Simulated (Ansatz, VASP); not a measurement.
# AlNi in two plane-wave programs

Aim: how closely do two programs agree when they are given the same cell, functional and k mesh? The cell is taken from a series of runs on this material, whose earlier steps may have relaxed, scaled, displaced or heated it; both programs get it as it stands.

Main program and level: Ansatz 0.2.0; plane waves, with VASP 6.6.1 beside it; zone-centre phonons at LDA.

**1. The starting structure**

The structure is tetragonal, space group P4/mmm (No. 123). The conventional cell has a = 2.853 Å, b = 2.853 Å, c = 2.775 Å, α = 90.00°, β = 90.00°, γ = 90.00°. Nearest to Al lie 8 Ni at 2.45 Å. Nearest to Ni lie 8 Al at 2.45 Å. Farther neighbours are not listed.

As a file:

```cif
data_structure
_symmetry_space_group_name_H-M 'P 1'
_symmetry_Int_Tables_number 1
_cell_length_a 2.8535
_cell_length_b 2.8535
_cell_length_c 2.7753
_cell_angle_alpha 90.000
_cell_angle_beta 90.000
_cell_angle_gamma 90.000
_cell_volume 22.60
loop_
_atom_site_label
_atom_site_type_symbol
_atom_site_fract_x
_atom_site_fract_y
_atom_site_fract_z
_atom_site_occupancy
Al1 Al 0.00000 0.00000 0.00000 1
Ni2 Ni 0.50000 0.50000 0.50000 1
```

**2. VASP: zone-centre phonons, LDA**

Second derivatives magnify differences that forces hide, and they need a tight electronic threshold.

Lines of VASP's logs that name or quote its potential files are left out, and so is its time.

The input, INCAR:

```
SYSTEM = AlNi
PREC = Accurate
ENCUT = 600
EDIFF = 1E-08
NELM = 120
ISMEAR = 1
SIGMA = 0.2
LREAL = .FALSE.
ALGO = Normal
GGA = PW92
NBANDS = 12
LASPH = .TRUE.
LORBIT = 11
LWAVE = .FALSE.
LCHARG = .FALSE.
ISIF = 2
IBRION = 8
GGA_COMPAT = .FALSE.
KPAR = 2
```

The input, POSCAR:

```
AlNi
1.0
    2.8534568691      0.0000000000      0.0000000000
    0.0000000000      2.8534568691      0.0000000000
    0.0000000000      0.0000000000      2.7752782844
Al Ni
1 1
Direct
    0.0000000000      0.0000000000      0.0000000000
    0.5000000000      0.5000000000      0.5000000000
```

The input, KPOINTS:

```
Automatic mesh
0
Gamma
16 16 16
0 0 0
```

PAW data sets: Al and Ni (LDA family, release 64).

On the command line:

```sh
$ mpirun -np 2 vasp_std
```

Numbers of over 12 decimals in the logs are rounded to 6 here.

Output:

```text
[banner, memory and clock lines left out]
running    2 mpi-ranks, on    1 nodes
 distrk:  each k-point on    1 cores,    2 groups
 distr:  one band on    1 cores,    1 groups

 POSCAR found type information on POSCAR AlNi
 POSCAR found :  2 types and       2 ions
|                                                                             |
|               ----> ADVICE to this user running VASP <----                  |
|                                                                             |
|     You enforced a specific xc type in the INCAR file but a different       |
|     [... a line on the potential file left out ...]
|     I HOPE YOU KNOW WHAT YOU ARE DOING!                                     |
|                                                                             |

 LDA part: xc-table for (Slater(with rela. corr.)+PW92), standard interpolation
 POSCAR, INCAR and KPOINTS ok, starting setup
 FFT: planning ... GRIDC
 FFT: planning ... GRID_SOFT
 FFT: planning ... GRID
 WAVECAR not read
 entering main loop
       N       E                     dE             d eps       ncg     rms          rms(c)
DAV:   1     0.444229449352E+02    0.44423E+02   -0.62381E+03  9792   0.131E+03
DAV:   2    -0.117838897298E+02   -0.56207E+02   -0.51989E+02  9952   0.211E+02
DAV:   3    -0.135983981960E+02   -0.18145E+01   -0.17914E+01 11828   0.442E+01
DAV:   4    -0.136219923914E+02   -0.23594E-01   -0.23586E-01 10772   0.454E+00
DAV:   5    -0.136225752629E+02   -0.58287E-03   -0.58285E-03 11656   0.790E-01    0.121E+01
DAV:   6    -0.151043309986E+02   -0.14818E+01   -0.44088E+01 10832   0.109E+02    0.143E+01
DAV:   7    -0.122137966889E+02    0.28905E+01   -0.13365E+01 10892   0.655E+01    0.103E+00
DAV:   8    -0.121999471727E+02    0.13850E-01   -0.26312E-01 11732   0.581E+00    0.103E+00
DAV:   9    -0.121840900306E+02    0.15857E-01   -0.46427E-02 11800   0.324E+00    0.166E-01
DAV:  10    -0.121837425552E+02    0.34748E-03   -0.10165E-03 11776   0.470E-01    0.820E-02
DAV:  11    -0.121837438939E+02   -0.13387E-05   -0.32195E-05 11756   0.542E-02    0.227E-02
DAV:  12    -0.121837432758E+02    0.61811E-06   -0.34174E-06 12676   0.311E-02    0.435E-03
DAV:  13    -0.121837431200E+02    0.15582E-06   -0.53289E-07 14548   0.753E-03    0.154E-03
DAV:  14    -0.121837431215E+02   -0.15605E-08   -0.19343E-08  6880   0.159E-03
   1 F= -.12183743E+02 E0= -.12183764E+02  d E =0.617449E-04
 Linear response reoptimize wavefunctions to high precision
DAV:   1    -0.121837431208E+02    0.71304E-09   -0.11970E-08 11308   0.187E-03
DAV:   2    -0.121837431208E+02   -0.22055E-10   -0.11924E-10  5584   0.104E-04
 Linear response DOF=           4
 Linear response progress:
  Degree of freedom:   1/  4
       N       E                     dE             d eps       ncg     rms          rms(c)
RMM:   1    -0.602479028492E-02   -0.60248E-02    0.30968E-03 38710   0.677E-01
RMM:   2    -0.568615228372E-02    0.33864E-03   -0.33007E-05 25801   0.243E-01    0.629E-02
RMM:   3    -0.566862771090E-02    0.17525E-04   -0.11808E-04 28526   0.888E-02    0.307E-02
RMM:   4    -0.573678964675E-02   -0.68162E-04   -0.47526E-05 28285   0.536E-02    0.598E-03
RMM:   5    -0.574126489088E-02   -0.44752E-05   -0.37911E-06 29010   0.127E-02    0.156E-03
RMM:   6    -0.574046845161E-02    0.79644E-06   -0.15549E-07 28755   0.302E-03    0.812E-04
RMM:   7    -0.574050982704E-02   -0.41375E-07   -0.14844E-08 27179   0.130E-03    0.638E-04
RMM:   8    -0.574065593447E-02   -0.14611E-06   -0.28680E-09 30620   0.394E-04    0.205E-04
RMM:   9    -0.574067495010E-02   -0.19016E-07   -0.96449E-11 30437   0.119E-04    0.160E-05
RMM:  10    -0.574065779433E-02    0.17156E-07    0.72926E-11 31552   0.352E-05    0.557E-06
RMM:  11    -0.574065690238E-02    0.89195E-09    0.36845E-11 30363   0.121E-05    0.124E-06
 first order change of Fermi-energy   0.41379E-04
 force on displaced ion       1 direction 1 :  -6.648   0.000   0.000
 Linear response progress:
  Degree of freedom:   2/  4
       N       E                     dE             d eps       ncg     rms          rms(c)
RMM:   1    -0.548436835036E-02   -0.54844E-02    0.11928E-03 21292   0.624E-01
RMM:   2    -0.520925663748E-02    0.27511E-03   -0.94179E-05 14503   0.218E-01    0.579E-02
RMM:   3    -0.519676340887E-02    0.12493E-04   -0.90317E-05 15825   0.779E-02    0.293E-02
RMM:   4    -0.526042512249E-02   -0.63662E-04   -0.40301E-05 15699   0.491E-02    0.557E-03
RMM:   5    -0.526416172918E-02   -0.37366E-05   -0.29391E-06 16096   0.115E-02    0.174E-03
RMM:   6    -0.526404252646E-02    0.11920E-06   -0.13436E-07 15197   0.323E-03    0.864E-04
RMM:   7    -0.526408314514E-02   -0.40619E-07   -0.19423E-08 14729   0.166E-03    0.531E-04
RMM:   8    -0.526421266110E-02   -0.12952E-06   -0.43824E-09 16958   0.477E-04    0.222E-04
RMM:   9    -0.526429246683E-02   -0.79806E-07   -0.62060E-10 16987   0.131E-04    0.977E-06
RMM:  10    -0.526427171541E-02    0.20751E-07    0.15969E-11 16880   0.403E-05    0.102E-05
RMM:  11    -0.526427483734E-02   -0.31219E-08   -0.10179E-10 16992   0.153E-05    0.668E-07
 first order change of Fermi-energy  -0.16253E-03
 force on displaced ion       1 direction 3 :   0.000   0.000  -6.563
 Linear response progress:
  Degree of freedom:   3/  4
       N       E                     dE             d eps       ncg     rms          rms(c)
RMM:   1    -0.188275390009E+00   -0.18828E+00   -0.10011E-01 25699   0.270E+00
RMM:   2    -0.186796692726E+00    0.14787E-02   -0.17939E-03 25881   0.526E-01    0.132E-01
RMM:   3    -0.186808438578E+00   -0.11746E-04   -0.14430E-04 27825   0.103E-01    0.777E-02
RMM:   4    -0.187222330325E+00   -0.41389E-03   -0.17730E-04 29942   0.103E-01    0.529E-03
RMM:   5    -0.187204108772E+00    0.18222E-04   -0.35033E-06 30490   0.196E-02    0.317E-03
RMM:   6    -0.187200359620E+00    0.37492E-05   -0.23606E-07 28167   0.580E-03    0.221E-03
RMM:   7    -0.187193623602E+00    0.67360E-05   -0.10112E-07 29662   0.364E-03    0.479E-04
RMM:   8    -0.187189765828E+00    0.38578E-05   -0.86266E-09 31514   0.834E-04    0.100E-04
RMM:   9    -0.187189259566E+00    0.50626E-06   -0.11739E-09 31503   0.224E-04    0.222E-05
RMM:  10    -0.187189065724E+00    0.19384E-06   -0.52225E-10 32388   0.653E-05    0.953E-06
RMM:  11    -0.187189094309E+00   -0.28585E-07   -0.55827E-10 31995   0.315E-05    0.178E-06
RMM:  12    -0.187189091066E+00    0.32434E-08   -0.52489E-10 32239   0.195E-05    0.636E-07
 first order change of Fermi-energy   0.62919E-03
 force on displaced ion       2 direction 1 :  -6.653   0.000   0.000
 Linear response progress:
  Degree of freedom:   4/  4
       N       E                     dE             d eps       ncg     rms          rms(c)
RMM:   1    -0.186987931890E+00   -0.18699E+00   -0.98046E-02 14321   0.270E+00
RMM:   2    -0.185763363619E+00    0.12246E-02   -0.17935E-03 14414   0.515E-01    0.129E-01
RMM:   3    -0.185736023067E+00    0.27341E-04   -0.13650E-04 15453   0.102E-01    0.765E-02
RMM:   4    -0.186106821159E+00   -0.37080E-03   -0.19158E-04 16506   0.108E-01    0.595E-03
RMM:   5    -0.186092622177E+00    0.14199E-04   -0.38371E-06 16705   0.219E-02    0.444E-03
RMM:   6    -0.186085972581E+00    0.66496E-05   -0.36056E-07 14955   0.715E-03    0.266E-03
RMM:   7    -0.186076067925E+00    0.99047E-05   -0.87335E-08 17034   0.281E-03    0.349E-04
RMM:   8    -0.186072835238E+00    0.32327E-05   -0.25539E-09 17607   0.579E-04    0.663E-05
RMM:   9    -0.186072499553E+00    0.33569E-06   -0.11221E-09 17027   0.190E-04    0.287E-05
RMM:  10    -0.186072260911E+00    0.23864E-06   -0.51455E-10 16993   0.822E-05    0.343E-06
RMM:  11    -0.186072270170E+00   -0.92589E-08   -0.62252E-10 18045   0.320E-05    0.157E-06
 first order change of Fermi-energy   0.26608E-02
 force on displaced ion       2 direction 3 :  -0.000  -0.000  -6.541
 Linear response finished
```

Parts of OUTCAR (step 2):

```text
ion  position               nearest neighbor table
   1  0.000  0.000  0.000-   2 2.45   2 2.45   2 2.45   2 2.45   2 2.45   2 2.45   2 2.45   2 2.45

  LATTYP: Found a simple tetragonal cell.
 ALAT       =     2.8534568691
 C/A-ratio  =     0.9726021495

 Subroutine GETGRP returns: Found 16 space group operations
 (whereof 16 operations were pure point group operations)

The static configuration has the point symmetry D_4h.

 Found    405 irreducible k-points:

   k-points           NKPTS =    405   k-points in BZ     NKDIM =    405   number of bands    NBANDS=     12

   dimension x,y,z NGX =    24 NGY =   24 NGZ =   24
   dimension x,y,z NGXF=    48 NGYF=   48 NGZF=   48

   ENCUT  =  600.0 eV  44.10 Ry    6.64 a.u.   5.70  5.70  5.54*2*pi/ulx,y,z

   NELECT =      13.0000    total number of electrons

 k-points in reciprocal lattice and weights: Automatic mesh
   0.00000000  0.00000000  0.00000000       0.000
   0.06250000  0.00000000  0.00000000       0.001
   0.12500000  0.00000000  0.00000000       0.001
   0.18750000  0.00000000  0.00000000       0.001
   0.25000000  0.00000000  0.00000000       0.001
   0.31250000  0.00000000  0.00000000       0.001
   0.37500000  0.00000000  0.00000000       0.001
   0.43750000  0.00000000  0.00000000       0.001
   0.50000000  0.00000000  0.00000000       0.000
[...]
0.50000000  0.43750000  0.50000000       0.001
   0.50000000  0.50000000  0.50000000       0.000

 average (electrostatic) potential at core
       1 -67.5672       2 -80.8927

  Total        0.0246776      0.0246776      0.4685478      0.0000000      0.0000000      0.0000000
  in kB        1.7497005      1.7497005     33.2212029      0.0000000      0.0000000      0.0000000
  external PRESSURE =      12.2402013 kB  Pullay stress =       0.0000000 kB

  energy-cutoff  :      600.00
  volume of cell :       22.60
      direct lattice vectors                 reciprocal lattice vectors
     2.853456869  0.000000000  0.000000000     0.350452117  0.000000000  0.000000000
     0.000000000  2.853456869  0.000000000     0.000000000  0.350452117  0.000000000
     0.000000000  0.000000000  2.775278284     0.000000000  0.000000000  0.360324226

 POSITION                                       TOTAL-FORCE (eV/Angst)
 -----------------------------------------------------------------------------------
      0.00000      0.00000      0.00000         0.000000      0.000000      0.000000
      1.42673      1.42673      1.38764         0.000000      0.000000      0.000000
 -----------------------------------------------------------------------------------
    total drift:                                0.000000     -0.000000     -0.000000

 Eigenvectors and eigenvalues of the dynamical matrix
 ----------------------------------------------------

   1 f  =    9.376839 THz    58.916419 2PiTHz  312.777694 cm-1    38.779474 meV
             X         Y         Z           dx          dy          dz
      0.000000  0.000000  0.000000     0.827603    0.000000   -0.000000
      1.426728  1.426728  1.387639    -0.561313   -0.000000    0.000000

   2 f  =    9.376839 THz    58.916419 2PiTHz  312.777694 cm-1    38.779474 meV
             X         Y         Z           dx          dy          dz
      0.000000  0.000000  0.000000     0.000000    0.827603    0.000000
      1.426728  1.426728  1.387639     0.000000   -0.561313    0.000000

   3 f  =    9.310521 THz    58.499730 2PiTHz  310.565556 cm-1    38.505204 meV
             X         Y         Z           dx          dy          dz
      0.000000  0.000000  0.000000     0.000000   -0.000000    0.828116
      1.426728  1.426728  1.387639    -0.000000    0.000000   -0.560557

   4 f/i=    0.001364 THz     0.008572 2PiTHz    0.045509 cm-1     0.005642 meV
             X         Y         Z           dx          dy          dz
      0.000000  0.000000  0.000000    -0.561313   -0.000000    0.000000
      1.426728  1.426728  1.387639    -0.827603    0.000000    0.000000

   5 f/i=    0.001364 THz     0.008572 2PiTHz    0.045509 cm-1     0.005642 meV
             X         Y         Z           dx          dy          dz
      0.000000  0.000000  0.000000    -0.000000    0.561313    0.000000
      1.426728  1.426728  1.387639    -0.000000    0.827603    0.000000

   6 f/i=    0.007146 THz     0.044899 2PiTHz    0.238363 cm-1     0.029553 meV
             X         Y         Z           dx          dy          dz
      0.000000  0.000000  0.000000    -0.000000    0.000000   -0.560557
      1.426728  1.426728  1.387639     0.000000    0.000000   -0.828116

 ELASTIC MODULI CONTR FROM IONIC RELAXATION (kBar)
 Direction    XX          YY          ZZ          XY          YZ          ZX
 --------------------------------------------------------------------------------
 XX           0.0000      0.0000      0.0000      0.0000      0.0000      0.0000
 YY           0.0000      0.0000      0.0000      0.0000      0.0000      0.0000
 ZZ           0.0000      0.0000      0.0000      0.0000      0.0000      0.0000
 XY           0.0000      0.0000      0.0000      0.0000      0.0000      0.0000
 YZ           0.0000      0.0000      0.0000      0.0000      0.0000      0.0000
 ZX           0.0000      0.0000      0.0000      0.0000      0.0000      0.0000
 --------------------------------------------------------------------------------
```

This run has no spin polarisation, so a moment on Ni, if there is one, isn't seen. Its electron count is odd, so without a moment it is a metal by construction.

(Part 1 of 2 ends here.)

[Lines on the potential files, build, host, timing and source positions are cut from VASP's logs without a mark.]

[Logs are printed without paths, hosts, clocks, repeated set-up lines and the standing remarks that a program may print on its own settings, such as how far it seeks lower states.]

[Hosts, paths, dates, database ids (printed as entryN), source tags and the programs' standing remarks are cut or masked in the printed files.]
